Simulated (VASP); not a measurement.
The system is AlGa3N2.

```
Al Ga N
1.0
     3.10000    0.00000    0.00000
    -1.55000    2.68468    0.00000
     0.00000    0.00000   10.60000
Al Ga N
1 3 2
Direct
  0.00000 0.00000 0.00000
  0.66667 0.33333 0.71500
  0.33333 0.66667 0.28500
  0.00000 0.00000 0.50000
  0.66667 0.33333 0.90000
  0.33333 0.66667 0.10000
```

The cell was built by a generator and needn't be a form met in nature.

```yaml
Program: VASP 6.6.1
Task: relaxation of cell and atoms
Functional: PBE
Potentials_or_basis: VASP PAW PBE potentials, release 64 (Al, Ga_d, N)
Cutoff: 520 eV
k_mesh: 5 × 5 × 2
Occupations: gaussian, width 0.15 eV
Spin: no spin polarisation
```

At the start: pressure -7.3 GPa; volume 14.70 Å³/atom.

Question: Where does the relaxation end?

Answer: Over 9 steps the energy falls by 54.8 meV/atom and the volume is 14.08 Å³/atom (-4.2 %); space group P-3m1 (No. 164, to 0.05 Å).

The path:
```csv
step,energy change (eV),largest force (eV/Å),pressure (GPa),volume (Å³)
1,0.0000,1.5766,-7.30,88.22
2,-0.2257,1.1994,5.34,79.90
3,-0.2943,0.5211,1.03,82.34
4,-0.2939,0.5027,-0.01,82.45
5,-0.3135,0.2140,0.43,82.56
6,-0.3159,0.2502,0.48,82.60
7,-0.3247,0.0694,1.11,83.14
8,-0.3249,0.1025,0.88,83.21
9,-0.3286,0.0341,-0.24,84.49
```

Final structure:
```
Al Ga N
1.0
     3.10970    0.00000    0.00000
    -1.55485    2.69308    0.00000
     0.00000    0.00000   10.08909
Al Ga N
1 3 2
Cartesian
  0.0000 0.0000 0.0000
  1.5548 0.8977 7.2928
  0.0000 1.7954 2.7963
  0.0000 0.0000 5.0445
  1.5548 0.8977 9.1148
  0.0000 1.7954 0.9743
```

Caveat: the k mesh is coarse (spacing up to 0.47 Å⁻¹), so the values aren't converged.
